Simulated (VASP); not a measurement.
```
Li2S
1.0
    0.00000     2.84691     2.84691
    2.84691     0.00000     2.84691
    2.84691     2.84691     0.00000
Li S
2 1
Direct
  0.25000   0.25000   0.25000
  0.75000   0.75000   0.75000
  0.00000   0.00000   0.00000
```

Method: MS2 meta-GGA, VASP's PBE PAW potentials (set 64) (plane waves; VASP). Run with 520 eV cut-off, 7×7×7 Γ-centred mesh, Gaussian smearing of 0.050 eV, potentials Li_sv S.

Problem. Give the stress tensor in GPa (positive for a compressed cell).

Solution. 
```
-1.65   0.00   0.00
 0.00  -1.65   0.00
 0.00   0.00  -1.65
```
The pressure is its mean diagonal, -1.65 GPa.

The compound is Li2S in the antifluorite structure. This cell is one point of a volume scan, at 1.03 of the reference volume.
